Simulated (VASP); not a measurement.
Level of theory: r2SCAN meta-GGA, VASP's PBE PAW potentials (set 64) (plane waves; VASP 6.6.1).

VASP ran on this input.

**KPOINTS**
```
Automatic mesh
0
gamma
12 12 12
0 0 0
```

### KPOINTS_OPT
```
k-points along high-symmetry lines
10
Line-mode
Reciprocal
  0.000000   0.000000   0.000000 ! GAMMA
  0.000000   0.500000   0.000000 ! X

  0.000000   0.500000   0.000000 ! X
  0.500000   0.500000   0.000000 ! M

  0.500000   0.500000   0.000000 ! M
  0.000000   0.000000   0.000000 ! GAMMA

  0.000000   0.000000   0.000000 ! GAMMA
  0.500000   0.500000   0.500000 ! R

  0.500000   0.500000   0.500000 ! R
  0.000000   0.500000   0.000000 ! X

  0.500000   0.500000   0.500000 ! R
  0.500000   0.500000   0.000000 ! M
```

INCAR:
```
METAGGA  =  R2SCAN
EDIFF  =  1E-7   ! SCF stop (eV)
NEDOS  =  601   ! DOS grid
LWAVE  =  .FALSE.
NELM  =  100   ! most electronic steps
ISMEAR  =  -5   ! tetrahedra, Bloechl
LORBIT  =  11
LASPH  =  .TRUE.
LCHARG  =  .FALSE.
ALGO  =  Normal   ! blocked Davidson
ISIF  =  2
PREC  =  Accurate
LREAL  =  .FALSE.
SYSTEM  =  HfGe
ENCUT  =  400   ! plane-wave cut-off (eV)
LMAXMIX  =  6   ! l cut-off of mixed one-centre charges
LMIXTAU  =  .TRUE.
```

### POSCAR
```
HfGe
1
    3.3212335285     0.0000000000    -0.0000000000
   -0.0000000000     3.3212335285     0.0000000000
   -0.0000000000     0.0000000000     3.3212335285
Hf Ge
1 1
Direct
  0.0000000000   0.0000000000   0.0000000000
  0.5000000000   0.5000000000   0.5000000000
```

POTCAR, in this order: Hf_pv Ge_d (PBE.64 set). Program: vasp_std.

The run wrote:

### OSZICAR
```
       N       E                     dE             d eps       ncg     rms          rms(c)
DAV:   1     0.704570216744E+02    0.70457E+02   -0.11989E+04  2800   0.297E+03
DAV:   2    -0.535261881524E+02   -0.12398E+03   -0.12272E+03  2928   0.473E+02
DAV:   3    -0.637122887893E+02   -0.10186E+02   -0.10121E+02  3632   0.962E+01
DAV:   4    -0.638898471657E+02   -0.17756E+00   -0.17823E+00  3120   0.141E+01
DAV:   5    -0.638930333673E+02   -0.31862E-02   -0.31894E-02  3672   0.198E+00    0.432E+01
DAV:   6    -0.594619846608E+02    0.44310E+01   -0.25094E+00  3152   0.119E+01    0.258E+01
DAV:   7    -0.595848608539E+02   -0.12288E+00   -0.49094E-01  3312   0.635E+00    0.353E+00
DAV:   8    -0.594984682955E+02    0.86393E-01   -0.60585E-01  2824   0.818E+00    0.386E+00
DAV:   9    -0.594885085316E+02    0.99598E-02   -0.22222E-01  2888   0.303E+00    0.154E+00
DAV:  10    -0.595027559182E+02   -0.14247E-01   -0.12523E-02  3368   0.126E+00    0.603E-01
DAV:  11    -0.595021445821E+02    0.61134E-03   -0.10000E-02  3008   0.787E-01    0.237E-01
DAV:  12    -0.595033961549E+02   -0.12516E-02   -0.93495E-04  3096   0.259E-01    0.124E-01
DAV:  13    -0.595038903269E+02   -0.49417E-03   -0.12183E-03  2816   0.272E-01    0.119E-01
DAV:  14    -0.595039773926E+02   -0.87066E-04   -0.50393E-05  3264   0.634E-02    0.707E-02
DAV:  15    -0.595039604567E+02    0.16936E-04   -0.28844E-05  2968   0.374E-02    0.270E-02
DAV:  16    -0.595039622136E+02   -0.17568E-05   -0.47918E-06  2936   0.194E-02    0.106E-02
DAV:  17    -0.595039627483E+02   -0.53468E-06   -0.79774E-07  2920   0.684E-03    0.183E-03
DAV:  18    -0.595039646618E+02   -0.19135E-05   -0.20118E-07  2088   0.388E-03    0.198E-03
DAV:  19    -0.595039645201E+02    0.14171E-06   -0.40351E-08  1464   0.217E-03    0.713E-04
DAV:  20    -0.595039650082E+02   -0.48807E-06   -0.56779E-09  1432   0.753E-04    0.503E-04
DAV:  21    -0.595039656927E+02   -0.68449E-06   -0.32511E-09  1400   0.621E-04    0.933E-05
DAV:  22    -0.595039657188E+02   -0.26104E-07   -0.44519E-10  1360   0.214E-04
   1 F= -.59503966E+02 E0= -.59503966E+02  d E =0.000000E+00
       N       E                     dE             ncg
```

**OUTCAR**
```
------------------------ aborting loop because EDIFF is reached ----------------------------------------
  FORCE on cell =-STRESS in cart. coord.  units (eV):
  Direction    XX          YY          ZZ          XY          YZ          ZX
  --------------------------------------------------------------------------------------
  Total        0.0986920      0.0986920      0.0986920     -0.0000000     -0.0000000      0.0000000
  in kB        4.3161258      4.3161258      4.3161258     -0.0000000     -0.0000000      0.0000000
  external PRESSURE =       4.3161258 kB  Pullay stress =       0.0000000 kB
  volume of cell :       36.64
      direct lattice vectors                 reciprocal lattice vectors
     3.321233529  0.000000000  0.000000000     0.301092950  0.000000000  0.000000000
     0.000000000  3.321233529  0.000000000     0.000000000  0.301092950  0.000000000
     0.000000000  0.000000000  3.321233529     0.000000000  0.000000000  0.301092950
 POSITION                                       TOTAL-FORCE (eV/Angst)
 -----------------------------------------------------------------------------------
      0.00000      0.00000      0.00000         0.000000      0.000000      0.000000
      1.66062      1.66062      1.66062         0.000000      0.000000      0.000000
 -----------------------------------------------------------------------------------
    total drift:                                0.000000      0.000000     -0.000000
  FREE ENERGIE OF THE ION-ELECTRON SYSTEM (eV)
  ---------------------------------------------------
  free  energy   TOTEN  =       -59.5039657188 eV

  energy  without entropy=      -59.5039657188  energy(sigma->0) =      -59.50396572

 total charge

# of ion       s       p       d       tot
------------------------------------------
    1        0.325   6.365   1.614   8.304
    2        1.140   1.289  10.025  12.453
--------------------------------------------------
tot          1.465   7.654  11.639  20.757
```
(Selected blocks of OUTCAR.)

For a metal the tetrahedron method with Blöchl corrections gives inexact stress and forces.

The structure was generated: HfGe was put into the CsCl type (Pm-3m), which need not be its known phase. It was relaxed first.
